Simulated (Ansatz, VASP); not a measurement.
**WS2 (Tungstenite) in two plane-wave programs**

One calculation is typed for both programs; each brings its own data sets. How far apart do they land? The cell is taken from a series of runs on this material, whose earlier steps may have relaxed, scaled, displaced or heated it; both programs get it as it stands.

Program: Ansatz 0.2.0. Level of theory: plane waves, with VASP 6.6.1 beside it; single point at HSE06. Results are calculated unless marked as measured.

**1. Set-up**

The structure is hexagonal, space group P6_3/mmc (No. 194). The conventional cell has a = 3.153 Å, b = 3.153 Å, c = 12.323 Å, α = 90.00°, β = 90.00°, γ = 120.00°. Nearest to S lie 3 W at 2.40 Å. W has 6 S at 2.40 Å nearest. Farther neighbours and most contacts between anions are not listed.

**2. Ansatz: single point, HSE06**

Ansatz runs on its default PAW (the set named soft_2) files.

With cell and atoms fixed, the geometry can't cause a difference; cores, projectors, grids and the points listed under the comparison can.

The input, input.yaml:

```yaml
crystal:
  lattice:
    - [3.1532, 0.0, 0.0]
    - [-1.5766, 2.7307513032, 0.0]
    - [0.0, 0.0, 12.323]
  atoms:
    - { symbol: S, position: [0.0, 0.0, 0.0] }
    - { symbol: W, position: [0.3333333334, 0.6666666668, 0.1275] }
    - { symbol: S, position: [0.0, 0.0, 0.255] }
    - { symbol: S, position: [0.3333333334, 0.6666666668, 0.5000000003] }
    - { symbol: W, position: [0.0, 0.0, 0.6275000003] }
    - { symbol: S, position: [0.3333333334, 0.6666666668, 0.7550000003] }
hamiltonian:
  xc: hse06
  pseudopotentials: { kind: paw, frozen_core: stored }
kpoints:
  mp_grid: { grid: [8, 8, 2] }
scf:
  occupations: { method: fixed }
  convergence: { dr2_threshold: 1.0e-09 }
output:
  eigenvalues: true
checkpoint:
  write: hse06.b.run
  compress: false
  write_wavefunctions: false
```

The run is started by

```sh
$ ansatz run input.yaml --threads 2 --pin off --max-ram 4096MiB --backend cpu --events-out ev --progress --plain --runs-dir out
```

Numbers of over 12 decimals in the logs are rounded to 6 here.

The program printed:

```text
Engine: ansatz 0.2.0, x86_64-unknown-linux-gnu
Pseudopotentials: kind: paw
Pseudopotential: S, paw, valence charge 6, recommended cutoff 420 eV (normal), S.paw.azcp
Pseudopotential: W, paw, valence charge 14, recommended cutoff 420 eV (normal), W.paw.azcp
Functional definition: HSE06
  parameter a = 0.25
  parameter omega = 0.11/bohr
  exchange = pbe_x - a*pbe_x_sr(omega) + a*exact_x_sr(omega)
  correlation = pbe_c
davidson cushion auto → on  (no smearing: the cushion is to keep the highest requested band from converging to the state above it; pin scf.eigensolver.cushion to override)
Crystal: 6 atoms, lattice volume = 106.108 Å³
Basis set: ecut = 420 eV, 2057 PW (Γ)
Bands: 32, of which v1, the nominal top of the filled ones, is band 26 counted from 1 (25 counted from 0)
Symmetry: 24 space group operations
Space group: P63/mmc (ITA 194), of the structure as read, at distance tolerance 4.7e-5 Å
k-points: 20 of 128
Non-local potential: S, projectors of the file, l = 0: 2, l = 1: 2, l = 2: 2
Non-local potential: W, projectors of the file, l = 0: 3, l = 1: 2, l = 2: 2, l = 3: 1
PAW form: soft (Blöchl's): semilocal exchange-correlation on the pseudo side does not see the compensation charge
PAW frozen core: S, as the file was generated: the input asks for it (`frozen_core: stored`)
PAW frozen core: W, as the file was generated: the input asks for it (`frozen_core: stored`)
PAW one-centre angular grid: S, 110 points (default); XC on 64 Gauss nodes
PAW one-centre angular grid: W, 590 points (default); XC on 64 Gauss nodes
Initial density: superposition of atomic densities (neutral atoms: chi_scale 0, normalization atom), corrected by the library's trained network
Initial wavefunctions: pseudopotential atomic-orbital guess
Functional: x = pbe(κ = 0.804, μ = 0.219515), c = pbe(β = 0.066725), warm-up for x = pbe(κ = 0.804, μ = 0.219515) + 0.25 (exact − pbe) at short range (hse, ω = 0.207870 Å⁻¹), c = pbe(β = 0.066725); HSE06 as pw.x's `hse` composes it (authors' and Libxc's form: `xc: wpbeh`)
SCF iter   1: F=—  HF=-24382.731998 eV  |F-HF|=—  |Δ(HF+E_count)|=         —  Δρ=5.24e-3  dr2=1.40e-2  ethr=1.77e-3  ⟨swp⟩=6.2  Hψ=2801  notcnv=0
preconditioner: auto → none  [insulator: Δε(μ)=1.124 eV  Ē_g=8.458 eV  n_scr=26 (ndim 8)  ℏωp=21.6 eV  f_vac=0.016]
SCF iter   2: F=—  HF=-24382.742696 eV  |F-HF|=—  |Δ(HF+E_count)|=   1.07e-2  Δρ=3.50e-3  dr2=2.33e-2  ethr=2.70e-5  ⟨swp⟩=4.2  Hψ=1996  notcnv=0
SCF iter   3: F=—  HF=-24382.741982 eV  |F-HF|=—  |Δ(HF+E_count)|=   7.14e-4  Δρ=2.26e-3  dr2=7.06e-3  ethr=2.70e-5  ⟨swp⟩=3.8  Hψ=1719  notcnv=0  defer=1
SCF iter   4: F=—  HF=-24382.742908 eV  |F-HF|=—  |Δ(HF+E_count)|=   9.27e-4  Δρ=9.78e-4  dr2=7.47e-4  ethr=1.36e-5  ⟨swp⟩=2.8  Hψ=1443  notcnv=0  defer=1
iter 5 solved again at ethr=4.56e-8 eV; its pass at ethr=1.44e-6 eV (dr2=2.37e-5 eV) is discarded
SCF iter   5: F=-24382.743334 eV  HF=-24382.743321 eV  |F-HF|=1.27e-5  |Δ(HF+E_count)|=   4.13e-4  Δρ=2.16e-4  dr2=2.39e-5  ethr=4.56e-8  ⟨swp⟩=3.0  Hψ=3166  notcnv=0
SCF 1 stopped early in 5 iterations: F = -24382.743334 eV  dr2 = 2.39e-5
  greatest PAW one-centre occupation: 1.000 electrons in one spin orbital (limit 2), on the W atom at site 4 (counted from 0), in its partial waves of l = 0
Initial density: handed on by an earlier stage of this run
Initial wavefunctions: those handed on with the density
Functional: x = pbe(κ = 0.804, μ = 0.219515) + 0.25 (exact − pbe) at short range (hse, ω = 0.207870 Å⁻¹), c = pbe(β = 0.066725); HSE06 as pw.x's `hse` composes it (authors' and Libxc's form: `xc: wpbeh`)
Exchange kernel: α = 0.2500, screened, ω = 0.2079 Å⁻¹, Wigner–Seitz truncation, v(0) = 1046.8266 eV·Å³, q-mesh 8×8×2, nearest image of the exchange supercell L = 24.65 Å, pair-density grid 20×20×90, without the augmentation charges, whose exchange is taken in its separable form by FFT convolution over the k-point mesh (the finest that the files' search goes to), smooth part of the exact exchange by density-matrix convolution
Frozen-core exchange: fock
SCF iter   1: F=—  HF=-24386.848460 eV  |F-HF|=—  |Δ(HF+E_count)|=         —  Δρ=6.82e-3  dr2=8.49e-2  ethr=4.61e-7  ⟨swp⟩=7.0  Hψ=3577  notcnv=0
preconditioner: auto → none  [insulator: Δε(μ)=1.631 eV  Ē_g=9.919 eV  n_scr=26 (ndim 8)  ℏωp=21.6 eV  f_vac=0.014]
SCF iter   2: F=—  HF=-24386.845663 eV  |F-HF|=—  |Δ(HF+E_count)|=   2.80e-3  Δρ=5.42e-3  dr2=1.17e-1  ethr=4.61e-7  ⟨swp⟩=6.0  Hψ=3143  notcnv=0
SCF iter   3: F=—  HF=-24386.825399 eV  |F-HF|=—  |Δ(HF+E_count)|=   2.03e-2  Δρ=1.91e-3  dr2=5.33e-3  ethr=4.61e-7  ⟨swp⟩=5.5  Hψ=2815  notcnv=0
SCF iter   4: F=—  HF=-24386.837660 eV  |F-HF|=—  |Δ(HF+E_count)|=   1.23e-2  Δρ=1.29e-3  dr2=1.90e-3  ethr=4.61e-7  ⟨swp⟩=4.0  Hψ=2430  notcnv=0
SCF iter   5: F=—  HF=-24386.837162 eV  |F-HF|=—  |Δ(HF+E_count)|=   4.98e-4  Δρ=4.25e-4  dr2=1.23e-4  ethr=4.61e-7  ⟨swp⟩=4.0  Hψ=2189  notcnv=0
SCF iter   6: F=—  HF=-24386.837556 eV  |F-HF|=—  |Δ(HF+E_count)|=   3.94e-4  Δρ=1.64e-4  dr2=3.61e-5  ethr=1.64e-7  ⟨swp⟩=3.5  Hψ=1919  notcnv=0
SCF iter   7: F=-24386.837546 eV  HF=-24386.837546 eV  |F-HF|=7.77e-8  |Δ(HF+E_count)|=   9.99e-6  Δρ=1.63e-5  dr2=1.61e-6  ethr=6.67e-8  ⟨swp⟩=3.0  Hψ=1634  notcnv=0
SCF 2 stopped early in 7 iterations: F = -24386.837546 eV  dr2 = 1.61e-6
  greatest PAW one-centre occupation: 0.999 electrons in one spin orbital (limit 2), on the W atom at site 4 (counted from 0), in its partial waves of l = 0
hybrid outer 1: dexx = +1.608e-2 eV, tail = 1.90e-5 eV
Exchange kernel: α = 0.2500, screened, ω = 0.2079 Å⁻¹, Wigner–Seitz truncation, v(0) = 1046.8266 eV·Å³, q-mesh 8×8×2, nearest image of the exchange supercell L = 24.65 Å, pair-density grid 20×20×90, without the augmentation charges, whose exchange is taken in its separable form by FFT convolution over the k-point mesh (the finest that the files' search goes to), smooth part of the exact exchange by density-matrix convolution
Frozen-core exchange: fock
SCF iter   1: F=—  HF=-24386.837504 eV  |F-HF|=—  |Δ(HF+E_count)|=         —  Δρ=5.00e-5  dr2=1.30e-6  ethr=1.82e-7  ⟨swp⟩=3.0  Hψ=1705  notcnv=0
preconditioner: auto → none  [insulator: Δε(μ)=1.665 eV  Ē_g=9.863 eV  n_scr=26 (ndim 8)  ℏωp=21.6 eV  f_vac=0.015]
iter 2 solved again at ethr=1.81e-10 eV; its pass at ethr=2.30e-9 eV (dr2=9.39e-8 eV) is discarded
SCF iter   2: F=—  HF=-24386.837503 eV  |F-HF|=—  |Δ(HF+E_count)|=   5.24e-7  Δρ=1.65e-5  dr2=1.66e-7  ethr=1.81e-10  ⟨swp⟩=2.1  Hψ=3311  notcnv=0
SCF iter   3: F=—  HF=-24386.837504 eV  |F-HF|=—  |Δ(HF+E_count)|=   8.02e-7  Δρ=5.32e-6  dr2=1.97e-8  ethr=1.81e-10  ⟨swp⟩=4.2  Hψ=1975  notcnv=0
SCF iter   4: F=—  HF=-24386.837504 eV  |F-HF|=—  |Δ(HF+E_count)|=   5.67e-9  Δρ=6.15e-7  dr2=6.17e-9  ethr=3.42e-11  ⟨swp⟩=3.0  Hψ=1519  notcnv=0
SCF iter   5: F=—  HF=-24386.837504 eV  |F-HF|=—  |Δ(HF+E_count)|=   5.13e-8  Δρ=1.45e-6  dr2=2.34e-9  ethr=1.89e-12 (applied; sched 1.00e-12)  ⟨swp⟩=5.5  Hψ=2403  notcnv=0
SCF iter   6: F=-24386.837504 eV  HF=-24386.837504 eV  |F-HF|=7.28e-12  |Δ(HF+E_count)|=  5.46e-10  Δρ=1.07e-7  dr2=8.91e-10  ethr=1.43e-12 (applied; sched 1.00e-12)  ⟨swp⟩=3.1  Hψ=1874  notcnv=0
SCF 3 converged in 6 iterations: F = -24386.837504 eV  dr2 = 8.91e-10
hybrid outer 2: dexx = +1.275e-6 eV, tail = 9.52e-9 eV, Δε = 1.05e-3 eV (about 2.24e-5 eV left of the loop's levels)
hybrid SCF converged: 2 outer / 13 inner (+5 warm-up), last move |dexx| = 1.28e-6 eV, tail = 9.52e-9 eV
Stability not checked: this state was not tested for a lower state beside it, because the functional holds exact exchange (a hybrid, or Hartree-Fock), whose exchange loop this test does not read (fock_operator; see scf.lower_state_search)
Free energy (F): -24386.837504 eV
Frozen-core exchange: fock
Harris-Foulkes:  -24386.837504 eV  (|F-HF|=7.28e-12)
Internal energy: -24386.837504 eV  (E = F + TS)
E sigma→0 (E₀):  -24386.837504 eV
Fermi energy:    11.411141 eV
--- Per-component energies (eV) ---
  E_band       = -462.253002
  E_kinetic    = 1331.901790
  E_local      = -3483.279052  (includes V_loc(G=0)·N_el)
  E_nonlocal   = 111.442242
  E_hartree    = 1381.716862
  E_xc         = -738.687620
  E_vxc        = -662.826510  (∫ρ·V_xc dr)
  E_exx        = -126.842040  (= α·E_x^exact, valence–valence)
  E_paw        = -19588.324620  (= ΣΔE_a)
  E_vpaw       = -269.240837  (= ΣTr[D̂ρ^β])
  E_aug_tail   = -0.000123  (compensation charges beyond the density's cutoff)
  E_ewald      = -3274.764942
  E_smearing   = -0.000000  (= −TS)
  E_closure    = -0.000000  (closes the sum)
  Σ components = -24386.837504   (vs F -24386.837504, Δ=-3.64e-12)
--- Band table (eV; the first three rows and the last of 20) ---
  k-point 0: bands = [... 22 lower, 8.9781, 9.6028, 10.0812, 11.4111, 14.4216, 14.4216, 14.4259, 14.4259, ... 2 higher]
  k-point 1: bands = [... 22 lower, 8.9472, 8.9472, 11.0450, 11.0450, 14.4076, 14.4076, 14.4076, 14.4076, ... 2 higher]
  k-point 2: bands = [... 22 lower, 8.8857, 9.7868, 10.0756, 10.8656, 13.8918, 14.1647, 14.2610, 14.3102, ... 2 higher]
  k-point 19: bands = [... 22 lower, 7.9614, 7.9614, 10.5308, 10.5308, 13.4725, 13.4725, 14.8230, 14.8230, ... 2 higher]
```

In the SCF lines HF is the Harris–Foulkes energy and dr2 the Hartree energy of the density residual, in eV; the loop may stop once dr2 is under the threshold and the program's other checks hold. Hψ counts applications of the Hamiltonian.

**3. VASP: single point, HSE06**

The same cell, functional and mesh now go to VASP, with its own data sets.

Lines of VASP's logs that name or quote its potential files are left out, and so is its time.

The run reads the wave functions of an earlier VASP run, which isn't shown here.

The input, INCAR:

```
SYSTEM = WS2
PREC = Accurate
ENCUT = 400
EDIFF = 1E-06
NELM = 100
ISMEAR = 0
SIGMA = 0.01
LREAL = .FALSE.
ALGO = Normal
LHFCALC = .TRUE.
AEXX = 0.25
GGA = PE
HFSCREEN = 0.208
LASPH = .TRUE.
NBANDS = 24
PRECFOCK = Fast
LORBIT = 11
LWAVE = .FALSE.
LCHARG = .FALSE.
KPAR = 16
ISIF = 2
```

The input, POSCAR:

```
WS2
1.0
    3.1532000000      0.0000000000      0.0000000000
   -1.5766000000      2.7307513032      0.0000000000
    0.0000000000      0.0000000000     12.3230000000
S W
4 2
Direct
    0.0000000000      0.0000000000      0.0000000000
    0.0000000000      0.0000000000      0.2550000000
    0.3333333334      0.6666666668      0.5000000003
    0.3333333334      0.6666666668      0.7550000003
    0.3333333334      0.6666666668      0.1275000000
    0.0000000000      0.0000000000      0.6275000003
```

The input, KPOINTS:

```
Automatic mesh
0
Gamma
8 8 2
0 0 0
```

The projector-augmented-wave data sets are S and W (PBE family, release 64).

The run is started by

```sh
$ mpirun -np 16 vasp_std
```

The program printed:

```text
[banner, memory and clock lines left out]
running   16 mpi-ranks, on    1 nodes
 distrk:  each k-point on    1 cores,   16 groups
 distr:  one band on    1 cores,    1 groups

 POSCAR found type information on POSCAR S W
 POSCAR found :  2 types and       6 ions
|                                                                             |
|           W    W    AA    RRRRR   N    N  II  N    N   GGGG   !!!           |
|           W    W   A  A   R    R  NN   N  II  NN   N  G    G  !!!           |
|           W    W  A    A  R    R  N N  N  II  N N  N  G       !!!           |
|           W WW W  AAAAAA  RRRRR   N  N N  II  N  N N  G  GGG   !            |
|           WW  WW  A    A  R   R   N   NN  II  N   NN  G    G                |
|           W    W  A    A  R    R  N    N  II  N    N   GGGG   !!!           |
|                                                                             |
|     For optimal performance we recommend to set                             |
|       NCORE = 2 up to number-of-cores-per-socket                            |
|     NCORE specifies how many cores store one orbital (NPAR=cpu/NCORE).      |
|     This setting can greatly improve the performance of VASP for DFT.       |
|     The default, NCORE=1 might be grossly inefficient on modern             |
|     multi-core architectures or massively parallel machines. Do your        |
|     Unfortunately you need to use the default for GW and RPA                |
|     calculations (for HF NCORE is supported but not extensively tested      |
|     yet).                                                                   |
|                                                                             |

 LDA part: xc-table for (Slater+PW92), standard interpolation
 found WAVECAR, reading the header
 POSCAR, INCAR and KPOINTS ok, starting setup
 FFT: planning ... GRIDC
 FFT: planning ... GRID_SOFT
 FFT: planning ... GRID
 reading WAVECAR
 the WAVECAR file was read successfully
 initial charge from wavefunction
 entering main loop
       N       E                     dE             d eps       ncg     rms          rms(c)
DAV:   1    -0.563974172814E+02   -0.56397E+02   -0.18641E+00   984   0.146E+01    0.125E+01
DAV:   2    -0.563934170207E+02    0.40003E-02   -0.61667E-02  1104   0.138E+00    0.734E+00
DAV:   3    -0.563918980929E+02    0.15189E-02   -0.14634E-02  1200   0.649E-01    0.428E+00
DAV:   4    -0.563906690407E+02    0.12291E-02   -0.18054E-03  1192   0.263E-01    0.258E+00
DAV:   5    -0.563904915938E+02    0.17745E-03   -0.13001E-03  1232   0.176E-01    0.152E+00
DAV:   6    -0.563904573707E+02    0.34223E-04   -0.17091E-04  1160   0.909E-02    0.858E-01
DAV:   7    -0.563904500183E+02    0.73524E-05   -0.52243E-05  1320   0.411E-02    0.499E-01
DAV:   8    -0.563904497321E+02    0.28628E-06   -0.77027E-06  1240   0.159E-02
   1 F= -.56390450E+02 E0= -.56390450E+02  d E =-.121200E-26
```

(Continued in part 2 of 2.)

[Lines on the potential files, build, host, timing and source positions are cut from VASP's logs without a mark.]

[Logs are printed without paths, hosts, clocks, repeated set-up lines and the standing remarks that a program may print on its own settings, such as how far it seeks lower states.]

[Hosts, paths, dates, database ids (printed as entryN), source tags and the programs' standing remarks are cut or masked in the printed files.]
